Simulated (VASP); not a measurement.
Here is the system:

```
CELL_PARAMETERS angstrom
      4.35074     2.17537     2.17537
      2.17537     4.35074     2.17537
      2.17537     2.17537     4.35074
ATOMIC_POSITIONS crystal
  Co 0.00000 0.00000 0.00000
  Co 0.50000 0.50000 0.50000
  O  0.25000 0.25000 0.25000
  O  0.75000 0.75000 0.75000
```
Starting moments (μB, in the order of the record's atoms Co Co O O): 3.0 -3.0 0.0 0.0.

Computed with PBE GGA, VASP's PBE PAW potentials (set 64) (plane waves; VASP 6.6.1). Settings: 400 eV cut-off, 10×10×10 Γ-centred mesh, Gaussian smearing of 0.020 eV, potentials Co O.

At this cut-off the stress carries a Pulay error, which pulls relaxed volumes low.

### Question
Give the stress tensor in GPa (positive for a compressed cell).

### Answer

```
-17.05    0.58    0.58
  0.58  -17.05    0.58
  0.58    0.58  -17.05
```
The pressure is its mean diagonal, -17.05 GPa.

The structure is a typed CoO crystal. The cell was not relaxed at this level.
